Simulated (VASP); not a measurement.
OSZICAR of a VASP run on NaCl (rock salt):

### OSZICAR
```
       N       E                     dE             d eps       ncg     rms          rms(c)
DAV:   1     0.939856748686E+02    0.93986E+02   -0.78751E+03   638   0.139E+03
DAV:   2    -0.370988775724E+01   -0.97696E+02   -0.90394E+02   730   0.286E+02
DAV:   3    -0.125688273921E+02   -0.88589E+01   -0.88003E+01   770   0.930E+01
DAV:   4    -0.127619690167E+02   -0.19314E+00   -0.19295E+00   754   0.150E+01
DAV:   5    -0.127664717852E+02   -0.45028E-02   -0.45023E-02   800   0.228E+00    0.301E+00
DAV:   6    -0.157032327751E+02   -0.29368E+01   -0.37060E+00   638   0.304E+01    0.125E+00
DAV:   7    -0.156846470728E+02    0.18586E-01   -0.55628E-01   737   0.126E+01    0.805E-01
DAV:   8    -0.158850619346E+02   -0.20041E+00   -0.17065E-01   662   0.563E+00    0.753E-01
DAV:   9    -0.158887333067E+02   -0.36714E-02   -0.59480E-03   716   0.101E+00    0.654E-01
DAV:  10    -0.158955179606E+02   -0.67847E-02   -0.15739E-02   647   0.136E+00    0.140E-01
DAV:  11    -0.158982862788E+02   -0.27683E-02   -0.30983E-03   707   0.503E-01    0.145E-01
DAV:  12    -0.158973410815E+02    0.94520E-03   -0.42828E-04   716   0.315E-01    0.635E-02
DAV:  13    -0.158983402741E+02   -0.99919E-03   -0.34110E-04   650   0.204E-01    0.432E-02
DAV:  14    -0.158983951086E+02   -0.54834E-04   -0.25214E-05   692   0.790E-02    0.329E-02
DAV:  15    -0.158983888788E+02    0.62298E-05   -0.87335E-06   725   0.381E-02    0.653E-03
DAV:  16    -0.158983991152E+02   -0.10236E-04   -0.37328E-06   644   0.270E-02    0.130E-03
DAV:  17    -0.158983985253E+02    0.58997E-06   -0.75035E-07   692   0.107E-02    0.836E-04
DAV:  18    -0.158983994748E+02   -0.94957E-06   -0.10042E-07   659   0.459E-03    0.695E-04
DAV:  19    -0.158983992847E+02    0.19011E-06   -0.12206E-08   331   0.168E-03    0.121E-04
DAV:  20    -0.158983993575E+02   -0.72781E-07   -0.40713E-09   328   0.902E-04
   1 F= -.15898399E+02 E0= -.15898399E+02  d E =-.242161E-17
```

Which electronic solver shows in the log?

It is blocked Davidson (ALGO = Normal, or the opening steps of other solvers). The INCAR had ALGO = Normal.

Can the final energy be trusted as converged?

The run converged. It stopped with EDIFF = 1E-7, NELM = 100 (TPSS meta-GGA, plane waves, VASP's PBE PAW potentials (set 64)).

The compound is NaCl in the rock salt structure. It was relaxed first.
